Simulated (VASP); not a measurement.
# Cl on Al(100): which site?, part 5 of 6

Where does Cl sit on Al(100), and how strongly does it bind?

VASP 6.6.1, plane waves and PAW; the level of theory is named at each step.

So far. Step 6 (Relaxing the atoms): Energy at zero smearing: -3.37438 eV. Step 7 (Relaxing the adsorbate, site ontop): The run ended after 21 ionic steps, 0.771 eV below its first step, once the forces on the free atoms met EDIFFG = -0.03.

### Step 8. Potential and states with the adsorbate, site ontop

Level of this step: RPBE; plane waves and PAW (Al, Cl) (VASP).

A static run like the clean slab's shows how the vacuum level shifts, by charge transfer, by any dipole of the adsorbate and by the slab's own rearrangement.

Contents of INCAR:

```
SYSTEM = Al16Cl
PREC = Normal
ENCUT = 320
EDIFF = 1E-06
NELM = 120
ISMEAR = 1
SIGMA = 0.15
LREAL = Auto
ALGO = Fast
GGA = RP
NBANDS = 44
LORBIT = 11
LWAVE = .FALSE.
LCHARG = .FALSE.
KPAR = 2
NCORE = 2
IDIPOL = 3
LDIPOL = .TRUE.
DIPOL = 0.5 0.5 0.514
LVHAR = .TRUE.
LVACPOTAV = .TRUE.
NEDOS = 1500
```

Contents of POSCAR:

```
Al16Cl
1.0
    5.7425174396      0.0000000000      0.0000000000
    0.0000000000      5.7425174396      0.0000000000
    0.0000000000      0.0000000000     21.0908595339
Al Cl
16 1
Selective dynamics
Direct
    0.2500000000      0.2500000000      0.3556042800  F F F
    0.7500000000      0.2500000000      0.3556042800  F F F
    0.2500000000      0.7500000000      0.3556042800  F F F
    0.7500000000      0.7500000000      0.3556042800  F F F
    0.0000000000      0.0000000000      0.4518680900  F F F
    0.5000000000      0.0000000000      0.4518680900  F F F
    0.0000000000      0.5000000000      0.4518680900  F F F
    0.5000000000      0.5000000000      0.4518680900  F F F
    0.2506335087      0.2506335087      0.5451153105  T T T
    0.7493664913      0.2506335087      0.5451153105  T T T
    0.2506335087      0.7493664913      0.5451153105  T T T
    0.7493664913      0.7493664913      0.5451153105  T T T
    0.0000000000      0.0000000000      0.6473271441  T T T
    0.5000000000      0.0000000000      0.6398330916  T T T
    0.0000000000      0.5000000000      0.6398330916  T T T
    0.5000000000      0.5000000000      0.6443412402  T T T
    0.0000000000      0.0000000000      0.7510647218  T T T
```

Contents of KPOINTS:

```
Automatic mesh
0
Gamma
4 4 1
0 0 0
```

The projector-augmented-wave data sets are Al and Cl (PBE family, release 64).

On the command line:

```
$ mpirun -np 4 vasp_std
```

What it wrote:

```text
[... set-up lines as in an earlier step ...]
 entering main loop
       N       E                     dE             d eps       ncg     rms          rms(c)
DAV:   1     0.153871894982E+03    0.15387E+03   -0.13319E+04   528   0.620E+02
DAV:   2    -0.387477133243E+02   -0.19262E+03   -0.18292E+03   716   0.135E+02
DAV:   3    -0.574933066140E+02   -0.18746E+02   -0.18035E+02   672   0.377E+01
DAV:   4    -0.581217582973E+02   -0.62845E+00   -0.62544E+00   692   0.827E+00
DAV:   5    -0.581590530905E+02   -0.37295E-01   -0.37290E-01   780   0.206E+00    0.881E+00
RMM:   6    -0.562475292236E+02    0.19115E+01   -0.34057E+00   554   0.256E+00    0.511E+00
RMM:   7    -0.570113296173E+02   -0.76380E+00   -0.12067E+00   671   0.216E+00    0.322E+00
RMM:   8    -0.560839862643E+02    0.92734E+00   -0.38485E-01   715   0.121E+00    0.177E+00
RMM:   9    -0.559473667587E+02    0.13662E+00   -0.12521E-01   611   0.807E-01    0.453E-01
RMM:  10    -0.559436772982E+02    0.36895E-02   -0.32364E-02   692   0.429E-01    0.256E-01
RMM:  11    -0.559377454444E+02    0.59319E-02   -0.70360E-03   634   0.254E-01    0.828E-02
RMM:  12    -0.559358396905E+02    0.19058E-02   -0.25918E-03   685   0.137E-01    0.835E-02
RMM:  13    -0.559334684485E+02    0.23712E-02   -0.37206E-03   677   0.122E-01    0.576E-02
RMM:  14    -0.559335323576E+02   -0.63909E-04   -0.31505E-04   712   0.545E-02    0.291E-02
RMM:  15    -0.559336076283E+02   -0.75271E-04   -0.21135E-04   624   0.475E-02    0.193E-02
RMM:  16    -0.559336974301E+02   -0.89802E-04   -0.15080E-04   675   0.300E-02    0.101E-02
RMM:  17    -0.559339062562E+02   -0.20883E-03   -0.52324E-05   623   0.184E-02    0.444E-03
RMM:  18    -0.559339997882E+02   -0.93532E-04   -0.16017E-05   594   0.109E-02    0.621E-03
RMM:  19    -0.559340958397E+02   -0.96051E-04   -0.90038E-06   545   0.730E-03    0.356E-03
RMM:  20    -0.559341166919E+02   -0.20852E-04   -0.24403E-06   478   0.463E-03    0.248E-03
RMM:  21    -0.559341367987E+02   -0.20107E-04   -0.18750E-06   439   0.343E-03    0.124E-03
RMM:  22    -0.559341443073E+02   -0.75086E-05   -0.57870E-07   392   0.237E-03    0.685E-04
RMM:  23    -0.559341475526E+02   -0.32453E-05   -0.39125E-07   375   0.198E-03    0.256E-04
RMM:  24    -0.559341478057E+02   -0.25310E-06   -0.59280E-08   228   0.135E-03
 [... a notice as in an earlier step ...]

   1 F= -.55934148E+02 E0= -.55931423E+02  d E =-.817488E-02
```

The job ended after 47 s (4 MPI ranks of AMD EPYC 7R43, shared host; peak memory 0.67 GiB; 3 min of CPU time).

Parts of OUTCAR (step 8):

```text
   NELECT =      55.0000    total number of electrons

 dipolmoment           0.000000      0.000000      0.187865 electrons x Angstroem

 E-fermi :   0.5336

 k-point     1 :       0.0000    0.0000    0.0000
  band No.  band energies     occupation
    ...
     23      -0.9932      2.00000
     24      -0.6661      2.00000
     25      -0.6352      2.00000
     26      -0.6352      2.00000
     27      -0.6164      2.00000
     28       0.5846      0.45941
     29       0.6803     -0.04545
     30       0.6803     -0.04545
     31       0.8183     -0.02193
     32       0.8272     -0.01831
    ...

  Total       -3.6469732     -3.6469732      1.0068558      0.0000000      0.0000000     -0.0000000
  in kB       -8.4012563     -8.4012563      2.3194176      0.0000000      0.0000000     -0.0000000
  external PRESSURE =      -4.8276983 kB  Pullay stress =       0.0000000 kB

 POSITION                                       TOTAL-FORCE (eV/Angst)
 -----------------------------------------------------------------------------------
      1.43563      1.43563      7.50000         0.000502      0.000502     -0.138630
      4.30689      1.43563      7.50000        -0.000502      0.000502     -0.138630
      1.43563      4.30689      7.50000         0.000502     -0.000502     -0.138630
      4.30689      4.30689      7.50000        -0.000502     -0.000502     -0.138630
      0.00000      0.00000      9.53029        -0.000000      0.000000      0.251637
      2.87126      0.00000      9.53029        -0.000000      0.000000      0.095186
      0.00000      2.87126      9.53029        -0.000000      0.000000      0.095186
      2.87126      2.87126      9.53029        -0.000000     -0.000000      0.098703
      1.43927      1.43927     11.49695        -0.003292     -0.003292     -0.003990
      4.30325      1.43927     11.49695         0.003292     -0.003292     -0.003990
      1.43927      4.30325     11.49695        -0.003292      0.003292     -0.003990
      4.30325      4.30325     11.49695         0.003292      0.003292     -0.003990
      0.00000      0.00000     13.65269        -0.000000      0.000000      0.010351
      2.87126      0.00000     13.49463        -0.000000      0.000000      0.002309
      0.00000      2.87126     13.49463        -0.000000      0.000000      0.002309
      2.87126      2.87126     13.58971        -0.000000      0.000000      0.004480
      0.00000      0.00000     15.84060        -0.000000      0.000000      0.010320
 -----------------------------------------------------------------------------------
    total drift:                               -0.000000      0.000000     -0.014703

  FREE ENERGIE OF THE ION-ELECTRON SYSTEM (eV)
  ---------------------------------------------------
  free  energy   TOTEN  =       -55.9341478057 eV

  energy  without entropy=      -55.9259729225  energy(sigma->0) =      -55.93142284

 vacuum level on the upper side and lower side of the slab         5.725         4.694

[... 8 parts as in an earlier step ...]

[... 9 further parts left out ...]
```

This step gave:

```yaml
electronic_cycles: 24
free_energy_toten: -55.9341 eV
fermi_energy: 0.5336 eV
vacuum_levels: 5.725, 4.694 eV
work_functions_of_the_upper_and_lower_face: 5.191, 4.160 eV
```

The planar average of the electrostatic potential oscillates, so the rows of the table below give means over windows of 2.09 Å about each position, cut where the curve ends. Its maxima inside the range that stand out by 2 % of the span (Å: eV): 8.5: -2.12, 10.5: -2.32, 12.5: -1.89, 15.0: 2.62. Its minima: 7.5: -15.1, 9.6: -15.2, 11.5: -15.2, 13.5: -15.0, 15.8: -0.0402.

Zero at the Fermi level. Planar average of the electrostatic potential against height; means over each step:

| height (Å) | planar average of the electrostatic potential (eV) |
| --- | --- |
| 1.04 | 4.28 |
| 3.13 | 4.16 |
| 5.22 | 3.73 |
| 7.31 | -7.05 |
| 9.40 | -7.83 |
| 11.49 | -7.82 |
| 13.58 | -7.34 |
| 15.67 | 1.74 |
| 17.77 | 5.09 |
| 19.85 | 5.19 |

Density of states in the PAW spheres, an atom over height of the layer and energy from the Fermi level.

Ten even steps from '_' (0.00 states/eV) to '@' (2.17 states/eV), each cell a mean:
```
______________
______________
______________
______________
______________
____________..
______________
____________::
____________::
____________@@
____________@@
____________--
____________..
____________::
____________--
______________
______________
______________
______________
______________
______________
______________
```
Columns: height of the layer (Å) from 7.5 to 15.8 (not evenly spaced); rows upwards: energy from the Fermi level (eV) from -7.9 to 0.5.

Force by atom:

| atom | x (eV/Å) | y (eV/Å) | z (eV/Å) | size |
| --- | --- | --- | --- | --- |
| Al1 | 0.001 | 0.001 | -0.139 | 0.139 |
| Al2 | -0.001 | 0.001 | -0.139 | 0.139 |
| Al3 | 0.001 | -0.001 | -0.139 | 0.139 |
| Al4 | -0.001 | -0.001 | -0.139 | 0.139 |
| Al5 | 0.000 | 0.000 | 0.252 | 0.252 |
| Al6 | 0.000 | 0.000 | 0.095 | 0.095 |
| Al7 | 0.000 | 0.000 | 0.095 | 0.095 |
| Al8 | 0.000 | 0.000 | 0.099 | 0.099 |
| Al9 | -0.003 | -0.003 | -0.004 | 0.006 |
| Al10 | 0.003 | -0.003 | -0.004 | 0.006 |
| Al11 | -0.003 | 0.003 | -0.004 | 0.006 |
| Al12 | 0.003 | 0.003 | -0.004 | 0.006 |
| Al13 | 0.000 | 0.000 | 0.010 | 0.010 |
| Al14 | 0.000 | 0.000 | 0.002 | 0.002 |
| Al15 | 0.000 | 0.000 | 0.002 | 0.002 |
| Al16 | 0.000 | 0.000 | 0.004 | 0.004 |
| Cl17 | 0.000 | 0.000 | 0.010 | 0.010 |

The map of layer states is cut here 0.5 eV above the Fermi level, so it leaves out the states above that.

At the end the adsorbate's closest contact with the slab is Cl-Al at 2.19 Å, nearly straight above the slab's atom, and its lowest atom lies 2.19 Å above the highest atom of the slab.

The vacuum level lies 5.19 eV above the Fermi level at the upper face; the two faces differ by 1.03 eV, the step that the slab's dipole of 0.188 e·Å makes.

VASP counts the dipole in electrons times Å, so a positive number points the physical dipole along −c.

The program found no field-free point at its default tolerance, but its printed level agrees with the flat part of the planar average.

On this mesh the fine structure of the density of states is sampling noise, and high empty states may be cut by the number of bands.

### Step 9. Relaxing the adsorbate, site hollow

Contents of INCAR:

```
SYSTEM = Al16Cl
PREC = Normal
ENCUT = 320
EDIFF = 1E-05
NELM = 120
ISMEAR = 1
SIGMA = 0.15
LREAL = Auto
ALGO = Fast
GGA = RP
NBANDS = 44
LORBIT = 11
LWAVE = .FALSE.
LCHARG = .FALSE.
KPAR = 2
NCORE = 2
IBRION = 2
NSW = 50
ISIF = 2
EDIFFG = -0.03
POTIM = 0.4
MAXMIX = 40
IDIPOL = 3
LDIPOL = .TRUE.
DIPOL = 0.5 0.5 0.51
```

Contents of POSCAR:

```
Al16Cl
1.0
    5.7425174396      0.0000000000      0.0000000000
    0.0000000000      5.7425174396      0.0000000000
    0.0000000000      0.0000000000     21.0908595339
Al Cl
16 1
Selective dynamics
Direct
    0.2500000000      0.2500000000      0.3556042800  F F F
    0.7500000000      0.2500000000      0.3556042800  F F F
    0.2500000000      0.7500000000      0.3556042800  F F F
    0.7500000000      0.7500000000      0.3556042800  F F F
    0.0000000000      0.0000000000      0.4518680900  F F F
    0.5000000000      0.0000000000      0.4518680900  F F F
    0.0000000000      0.5000000000      0.4518680900  F F F
    0.5000000000      0.5000000000      0.4518680900  F F F
    0.2500000000      0.2500000000      0.5440875600  T T T
    0.7500000000      0.2500000000      0.5440875600  T T T
    0.2500000000      0.7500000000      0.5440875600  T T T
    0.7500000000      0.7500000000      0.5440875600  T T T
    0.0000000000      0.0000000000      0.6428714400  T T T
    0.5000000000      0.0000000000      0.6428714400  T T T
    0.0000000000      0.5000000000      0.6428714400  T T T
    0.5000000000      0.5000000000      0.6428714400  T T T
    0.2500000000      0.2500000000      0.6973974300  T T T
```

KPOINTS is that of step 8.

On the command line:

```
$ mpirun -np 4 vasp_std
```

What it wrote:

```text
[... set-up lines as in an earlier step ...]
 entering main loop
       N       E                     dE             d eps       ncg     rms          rms(c)
DAV:   1     0.165407319207E+03    0.16541E+03   -0.13369E+04   528   0.620E+02
DAV:   2    -0.364307352902E+02   -0.20184E+03   -0.19209E+03   720   0.139E+02
DAV:   3    -0.562991134043E+02   -0.19868E+02   -0.19351E+02   696   0.404E+01
DAV:   4    -0.571057179177E+02   -0.80660E+00   -0.80354E+00   688   0.945E+00
[...]
RMM:  21    -0.539604040436E+02   -0.62313E-04   -0.73943E-06   332   0.569E-03    0.193E-03
RMM:  22    -0.539604176697E+02   -0.13626E-04   -0.17140E-06   263   0.363E-03    0.118E-03
RMM:  23    -0.539604221840E+02   -0.45143E-05   -0.60966E-07   227   0.296E-03
   1 F= -.53960422E+02 E0= -.53965413E+02  d E =-.539604E+02
[... from here on, the cycles between the ionic steps are left out ...]
   2 F= -.54920774E+02 E0= -.54925766E+02  d E =-.960352E+00
   3 F= -.55264280E+02 E0= -.55267667E+02  d E =-.130386E+01
   4 F= -.55266190E+02 E0= -.55269736E+02  d E =-.130577E+01
   5 F= -.55366532E+02 E0= -.55370276E+02  d E =-.100342E+00
   6 F= -.55479163E+02 E0= -.55482089E+02  d E =-.212973E+00
   7 F= -.55480231E+02 E0= -.55483057E+02  d E =-.214040E+00
   8 F= -.55505019E+02 E0= -.55507355E+02  d E =-.247879E-01
   9 F= -.55541319E+02 E0= -.55542026E+02  d E =-.610877E-01
  10 F= -.55542555E+02 E0= -.55542828E+02  d E =-.623246E-01
  11 F= -.55553083E+02 E0= -.55552845E+02  d E =-.105277E-01
  12 F= -.55555528E+02 E0= -.55554834E+02  d E =-.129728E-01
  13 F= -.55560787E+02 E0= -.55559734E+02  d E =-.525891E-02
  14 F= -.55561014E+02 E0= -.55559860E+02  d E =-.548581E-02
[...]
reached required accuracy - stopping structural energy minimisation
```

Wall time 4.3 min (4 MPI ranks); peak memory 0.77 GiB; 17 min of CPU time.

Parts of OUTCAR (step 9):

```text
  Total       -4.6212791     -4.6212791      0.5324814      0.0000000      0.0000000     -0.0000000
  in kB      -10.6456911    -10.6456911      1.2266372      0.0000000      0.0000000     -0.0000000
  external PRESSURE =      -6.6882483 kB  Pullay stress =       0.0000000 kB

 POSITION                                       TOTAL-FORCE (eV/Angst)
 -----------------------------------------------------------------------------------
      1.43563      1.43563      7.50000        -0.000000      0.000000     -0.182289
      4.30689      1.43563      7.50000        -0.000000      0.000000     -0.040701
      1.43563      4.30689      7.50000        -0.000000      0.000000     -0.040701
      4.30689      4.30689      7.50000        -0.000000      0.000000     -0.180105
      0.00000      0.00000      9.53029         0.128069      0.128069      0.124131
      2.87126      0.00000      9.53029        -0.128069      0.128069      0.124131
      0.00000      2.87126      9.53029         0.128069     -0.128069      0.124131
      2.87126      2.87126      9.53029        -0.128069     -0.128069      0.124131
      1.43563      1.43563     11.55995        -0.000000      0.000000      0.028259
      4.30689      1.43563     11.51143        -0.000000      0.000000     -0.017493
      1.43563      4.30689     11.51143        -0.000000      0.000000     -0.017493
      4.30689      4.30689     11.43906        -0.000000      0.000000     -0.014821
      5.69944      5.69944     13.58836        -0.011842     -0.011842     -0.004439
      2.91433      5.69944     13.58836         0.011842     -0.011842     -0.004439
[...]
-----------------------------------------------------------------------------------
    total drift:                                0.000000     -0.000000     -0.048648

  FREE ENERGIE OF THE ION-ELECTRON SYSTEM (eV)
  ---------------------------------------------------
  free  energy   TOTEN  =       -55.5610140560 eV

  energy  without entropy=      -55.5575515471  energy(sigma->0) =      -55.55985989

[... 3 parts as in an earlier step ...]

[... 1 further part left out ...]
[key lines of the parts left out:]
E-fermi :   0.6288
```

The steps of the relaxation:

| step | energy less that of the first step (eV) | largest force (eV/Å) |
| --- | --- | --- |
| 1 | 0.0000 | 4.2593 |
| 2 | -0.9604 | 2.3906 |
| 3 | -1.3039 | 0.8449 |
| 4 | -1.3058 | 0.8538 |
| 5 | -1.4061 | 0.6931 |
| 6 | -1.5187 | 0.3707 |
| 7 | -1.5198 | 0.4362 |
| 8 | -1.5446 | 0.3323 |
| 9 | -1.5809 | 0.1330 |
| 10 | -1.5821 | 0.1389 |
| 11 | -1.5927 | 0.1142 |
| 12 | -1.5951 | 0.1017 |
| 13 | -1.6004 | 0.0415 |
| 14 | -1.6006 | 0.0283 |

The atoms that moved most (Å):

| atom | dx | dy | dz | length |
| --- | --- | --- | --- | --- |
| Cl17 | 0.000 | 0.000 | 0.787 | 0.787 |
| Al9 | 0.000 | 0.000 | 0.085 | 0.085 |
| Al15 | -0.043 | 0.043 | 0.030 | 0.068 |
| Al13 | -0.043 | -0.043 | 0.030 | 0.068 |
| Al16 | 0.043 | 0.043 | 0.030 | 0.068 |
| Al14 | 0.043 | -0.043 | 0.030 | 0.068 |
| Al12 | 0.000 | 0.000 | -0.036 | 0.036 |
| Al10 | 0.000 | 0.000 | 0.036 | 0.036 |

Final coordinates:

```cif
data_structure
_symmetry_space_group_name_H-M 'P 1'
_symmetry_Int_Tables_number 1
_cell_length_a 5.7425
_cell_length_b 5.7425
_cell_length_c 21.0909
_cell_angle_alpha 90.000
_cell_angle_beta 90.000
_cell_angle_gamma 90.000
_cell_volume 695.50
loop_
_atom_site_label
_atom_site_type_symbol
_atom_site_fract_x
_atom_site_fract_y
_atom_site_fract_z
_atom_site_occupancy
Al1 Al 0.25000 0.25000 0.35560 1
Al2 Al 0.75000 0.25000 0.35560 1
Al3 Al 0.25000 0.75000 0.35560 1
Al4 Al 0.75000 0.75000 0.35560 1
Al5 Al 0.00000 0.00000 0.45187 1
Al6 Al 0.50000 0.00000 0.45187 1
Al7 Al 0.00000 0.50000 0.45187 1
Al8 Al 0.50000 0.50000 0.45187 1
Al9 Al 0.25000 0.25000 0.54810 1
Al10 Al 0.75000 0.25000 0.54580 1
Al11 Al 0.25000 0.75000 0.54580 1
Al12 Al 0.75000 0.75000 0.54237 1
Al13 Al 0.99250 0.99250 0.64428 1
Al14 Al 0.50750 0.99250 0.64428 1
Al15 Al 0.99250 0.50750 0.64428 1
Al16 Al 0.50750 0.50750 0.64428 1
Cl17 Cl 0.25000 0.25000 0.73471 1
```

The run ended after 14 ionic steps, 1.601 eV below its first step, once the forces on the free atoms met EDIFFG = -0.03.

[end of part 5 of 6]

[Lines on the potential files, build, host, timing and source positions are cut from VASP's logs without a mark.]

[Logs are printed without paths, hosts, clocks, repeated set-up lines and the standing remarks that a program may print on its own settings, such as how far it seeks lower states.]

[Hosts, paths, dates, database ids (printed as entryN), source tags and the programs' standing remarks are cut or masked in the printed files.]

[Runs that stopped without an error message from VASP are left out.]
